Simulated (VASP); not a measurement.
Consider the following.

```yaml
crystal:
  lattice:
    - [4.12246, 0.00000, 0.00000]
    - [0.00000, 4.12246, 0.00000]
    - [0.00000, 0.00000, 4.12246]
  atoms:
    - { symbol: Ba, position: [0.00000, 0.00000, 0.00000] }
    - { symbol: Hf, position: [0.50000, 0.50000, 0.50000] }
    - { symbol: O, position: [0.50000, 0.00000, 0.50000] }
    - { symbol: O, position: [0.00000, 0.50000, 0.50000] }
    - { symbol: O, position: [0.50000, 0.50000, 0.00000] }
```

Calculation: PBE GGA, VASP's PBE PAW potentials (set 64) (plane waves; VASP). Numerical set-up: 400 eV cut-off, 6×6×6 Γ-centred mesh, Fermi-Dirac smearing of 0.020 eV, potentials Ba_sv Hf_pv O.

Give the electronic dielectric tensor ε∞ (DFPT, local fields included).

```
4.65  0.00  0.00
0.00  4.65  0.00
0.00  0.00  4.65
```

Give the Born effective charges.

```json
[
 {"atom": "Ba1", "Z*xx": "2.76", "Z*yy": "2.76", "Z*zz": "2.76", "mean": "2.76"},
 {"atom": "Hf2", "Z*xx": "5.81", "Z*yy": "5.81", "Z*zz": "5.81", "mean": "5.81"},
 {"atom": "O3", "Z*xx": "-2.02", "Z*yy": "-4.53", "Z*zz": "-2.02", "mean": "-2.86"},
 {"atom": "O4", "Z*xx": "-4.53", "Z*yy": "-2.02", "Z*zz": "-2.02", "mean": "-2.86"},
 {"atom": "O5", "Z*xx": "-2.02", "Z*yy": "-2.02", "Z*zz": "-4.53", "mean": "-2.86"}
]
```

And the static tensor with the ions free?

```
31.2  0.00  0.00
0.00  31.2  0.00
0.00  0.00  31.2
```

Which frequencies do the optical Γ-point modes have (no LO-TO splitting)?

125 (×3), 202 (×3), 209 (×3), 566 (×3) cm⁻¹.

The structure is a typed BaHfO3 crystal. The cell was not relaxed at this level. The run is one of a series of settings (EDIFF = 1E-8, IBRION = 8, LEPSILON = .TRUE., NSW = 1 against the base run), some of them coarse on purpose.
